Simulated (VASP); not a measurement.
Consider the following.

```
CELL_PARAMETERS angstrom
      1.84316    -3.19244     0.00000
      1.84316     3.19244     0.00000
      0.00000     0.00000     6.34084
ATOMIC_POSITIONS crystal
  Zr 0.00000 0.00000 0.00000
  S  0.33333 0.66667 0.22838
  S  0.66667 0.33333 0.77162
```

Method: PBE GGA, VASP's PBE PAW potentials (set 64) (plane waves; VASP). Run with 480 eV cut-off, 6×6×4 Γ-centred mesh, Gaussian smearing of 0.050 eV, potentials Zr_sv S.

Without a dispersion term in the relaxation, distances and binding between the weakly bound layers, chains or molecules are unreliable, and so is what depends on them.

Each relaxation starts from this cell; other phases were not tried.

### Question
The cell is relaxed at 5 GPa. What happens?

### Answer
The volume per atom goes from 24.87 to 20.90 Å³ (-16.0 %), and the cell becomes a = 3.606 Å, b = 3.606 Å, c = 5.569 Å, α = 90.00°, β = 90.00°, γ = 120.00°, space group P-3m1. The gap on the mesh goes from 1.10 to 0.44 eV.

### Question
The cell is relaxed at 10 GPa. What happens?

### Answer
The volume per atom goes from 24.87 to 19.44 Å³ (-21.9 %), and the cell becomes a = 3.5404 Å, b = 3.5404 Å, c = 5.3714 Å, α = 90.00°, β = 90.00°, γ = 120.00°, space group P-3m1. The gap on the mesh goes from 1.10 to 0.06 eV.

Failed runs are left out, and for metals the shear rows, which the mesh's noise covers.

The compound is ZrS2 in the 1T layered structure.
